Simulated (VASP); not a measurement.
Method: PBEsol GGA, VASP's PBE PAW potentials (set 64) (plane waves; VASP).

Input for VASP

POSCAR:
```
TiAs
1
    3.6270000000     0.0000000000     0.0000000000
    0.0000000000     3.6270000000     0.0000000000
    0.0000000000     0.0000000000     3.6270000000
Ti As
1 1
Direct
  0.0000000000   0.0000000000   0.0000000000
  0.5000000000   0.5000000000   0.5000000000
```

INCAR:
```
! general
SYSTEM  = TiAs
PREC    = Accurate
ENCUT   = 400
LREAL   = .False.
LASPH   = .True.

! electronic loop
EDIFF   = 1E-6
NELM    = 100
ALGO    = Normal
LMAXMIX = 4

! smearing
ISMEAR  = 1
SIGMA   = 0.1

! functional
GGA     = PS

! ions
IBRION  = 2
NSW     = 60
ISIF    = 3
EDIFFG  = -0.01

! output
LWAVE   = .False.
LCHARG  = .False.
```

**KPOINTS**
```
Automatic mesh
0
Gamma
9 9 9
0 0 0
```

POTCAR, in this order: Ti_sv As (PBE.64 set). Program: vasp_std.

Energy and stress use the plane-wave basis of the starting cell.

### Question
What does the run give for the energy per atom (σ→0), volume per atom, band gap (on the k-mesh)?

### Answer

```
Property                                                     Value
------------------------  ----------------------------------------
energy per atom (σ→0)                               -7380 meV/atom
band gap (on the k-mesh)  none (metal, semimetal or under 0.01 eV)
volume per atom                                      15.67 Å³/atom
```

**OSZICAR**
```
...
DAV:   2    -0.147612840189E+02    0.61398E-02   -0.56137E-02  1080   0.301E+00    0.225E-01
DAV:   3    -0.147596316929E+02    0.16523E-02   -0.82238E-03  1072   0.894E-01    0.966E-02
DAV:   4    -0.147595574034E+02    0.74290E-04   -0.15585E-03   924   0.380E-01    0.438E-02
DAV:   5    -0.147596600346E+02   -0.10263E-03   -0.18363E-04  1212   0.107E-01    0.185E-02
DAV:   6    -0.147596930418E+02   -0.33007E-04   -0.96267E-05  1312   0.486E-02    0.107E-02
DAV:   7    -0.147596943720E+02   -0.13303E-05   -0.58810E-06   928   0.240E-02    0.354E-03
DAV:   8    -0.147596940895E+02    0.28253E-06   -0.39000E-07   420   0.895E-03
   6 F= -.14759694E+02 E0= -.14759741E+02  d E =-.771091E-03
```

The structure was generated: TiAs was put into the CsCl type type (Pm-3m), which need not be its known phase. This run relaxes it. Symmetry was kept, so distortions that lower it aren't found. The electron count is odd and the run is not spin-polarised, which forces a metal.
